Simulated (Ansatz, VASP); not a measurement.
# Two plane-wave programs on LiMg6Mo

```xyz
8
Lattice="4.3394 0.0000 0.0000 0.0000 4.2551 4.3687 0.0000 -4.2551 4.3687" Properties=species:S:1:pos:R:3 pbc="T T T"
Mo    0.0256    0.0155    0.9971
Mg    2.2140   -0.0149    3.0546
Mg    2.1907    0.0577    7.7939
Mg    2.1324   -2.1625    5.3939
Mg    2.1904    2.1750    5.4328
Mg    0.0093   -2.0770    3.2706
Mg   -0.0192    2.1152    3.2959
Li   -0.0651    0.0097    5.4921
```

Change from the starting cell: atoms moved at random, drawn with an rms of 0.05 Å.

Alike in both runs: task single point; functional PBE; k mesh 6 × 5 × 5; occupations fermi-dirac, width 0.05 eV; no spin polarisation.

|  | VASP | Ansatz |
| --- | --- | --- |
| version | VASP 6.6.1 | Ansatz 0.2.0 |
| potentials or method | VASP PAW PBE potentials, release 64 (Mo_sv, Mg, Li_sv) | Ansatz PAW |
| plane-wave cutoff (eV) | 520 | 420 |
| valence electrons in the cell | 29 | 77 |

```tsv
	VASP	Ansatz	Ansatz less VASP
gap on the k mesh at the Fermi level (eV)	none	none	-
rms of the force components (eV/Å)	0.147	0.147	-0.0005
```

Atom by atom the forces differ by 0.001 eV/Å (rms over components). A gap of «none» marks a metal or a gap that the smearing closes. The two sets of potentials don't hold the same shells in valence.
